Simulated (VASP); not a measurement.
Cost and result of VASP (PAW) for the bulk modulus of HfB2 (AlB2 type). Static lattice, third-order Birch-Murnaghan fit over five volumes. The cost counts the five points of the equation of state, each on the mesh and cut-off of its row, so the ratios hold those differences too. With PBE it took about 6 core-minutes. The timings are rough (shared machines, no repeats); factors under 2 mean little.

Unless said otherwise, spin-orbit coupling is left out, though it shifts the bands of the heavy elements here.

```tsv
level	k-mesh	cut-off (eV)	bulk modulus (GPa)	cost over PBE
LDA	11×11×9	520	277	within a factor of 2
PBEsol	11×11×9	520	…	within a factor of 2
PBE	11×11×9	520	252	reference
r2SCAN	11×11×9	520	…	…
```

Task: What belongs in the gaps?

Result: 
- PBEsol, bulk modulus (GPa): 265
- r2SCAN, bulk modulus (GPa): 260
- r2SCAN, cost over PBE: about 5 times

Left out are levels that failed, ran on another kind of processor or have no fit band path; at most nine are shown.

The compound is HfB2 in the AlB2 type structure.
